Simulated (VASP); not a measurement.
# TeAu4: relaxation of cell and atoms with PBE

TeAu4:

```
CELL_PARAMETERS angstrom
4.75435 0.00000 0.00000
0.00000 4.75435 0.00000
0.00000 0.00000 4.75435
ATOMIC_POSITIONS crystal
Te 0.00000 0.00000 0.00000
Au 0.50000 0.50000 0.50000
Au 0.00000 0.50000 0.50000
Au 0.50000 0.00000 0.50000
Au 0.50000 0.50000 0.00000
```

The cell was built by a generator and needn't be a form met in nature.

The cell isn't the ideal one: species swapped into the Mn4N type (Pm-3m, No. 221).

* Program: VASP 6.6.1
* Task: relaxation of cell and atoms
* Functional: PBE
* Potentials or basis: VASP PAW PBE potentials, release 64 (Te, Au)
* Cutoff: 600 eV
* k mesh: 4 × 4 × 4
* Occupations: gaussian, width 0.1 eV
* Spin: no spin polarisation
* Dipole correction: no
* Further INCAR settings: ALGO = Normal; EDIFF = 1e-07; IBRION = 2; EDIFFG = -0.04; NSW = 90; ISIF = 3

```yaml
Relaxed_volume: 26.74 Å³/atom
Relaxed_cell: a = 5.113 Å, b = 5.113 Å, c = 5.113 Å, α = 90.00°, β = 90.00°, γ = 90.00°
Space_group_after_relaxing_to_0.05_Å: Pm-3m (No. 221)
Energy_gained_by_relaxing: 334.1 meV/atom
Ionic_steps: 4
Pressure_after_relaxing: -0.2 GPa
Band_gap_on_the_k_mesh: none (metal or under the smearing width)
```

Step by step:
| step | energy change (eV) | largest force (eV/Å) | pressure (GPa) | volume (Å³) |
| --- | --- | --- | --- | --- |
| 1 | 0.0000 | 0.0000 | 26.18 | 107.47 |
| 2 | -0.3919 | 0.0000 | -7.84 | 171.87 |
| 3 | -1.6688 | 0.0000 | -0.58 | 134.48 |
| 4 | -1.6707 | 0.0000 | -0.20 | 133.70 |

Final structure:
```xyz
5
Lattice="5.1134 0.0000 0.0000 0.0000 5.1134 0.0000 0.0000 0.0000 5.1134" Properties=species:S:1:pos:R:3 pbc="T T T"
Te    0.0000    0.0000    0.0000
Au    2.5567    2.5567    2.5567
Au    0.0000    2.5567    2.5567
Au    2.5567    0.0000    2.5567
Au    2.5567    2.5567    0.0000
```

Levels at points of the mesh, in eV from the Fermi level:
```
           k point  band 21  band 22  band 23  band 24  band 25  band 26  band 27  band 28  band 29  band 30
(0.00, 0.00, 0.00)    -1.43    -1.43    -1.43    -1.16    -1.16     2.67     2.67     2.67     3.02     3.02
(0.50, 0.00, 0.00)    -1.75    -1.43    -1.22    -0.45    -0.45     0.82     2.45     2.45     3.34     4.50
(0.50, 0.50, 0.00)    -1.97    -1.97    -1.74    -1.74     0.08     1.08     1.08     2.93     4.35     4.78
(0.50, 0.50, 0.50)    -2.26    -2.26    -1.86    -1.86    -1.86    -0.72    -0.72    -0.72     6.07     6.07
```

It took 4.7 min on 1 thread of Intel(R) Xeon(R) Platinum 8375C CPU @ 2.90GHz (Ice Lake), on a shared host, peak memory 0.26 GiB.

Caveat: the volume moved by over 15 % at a fixed basis, so the end points are rough. Spin-orbit coupling is left out, which matters for the levels of Au, Te.
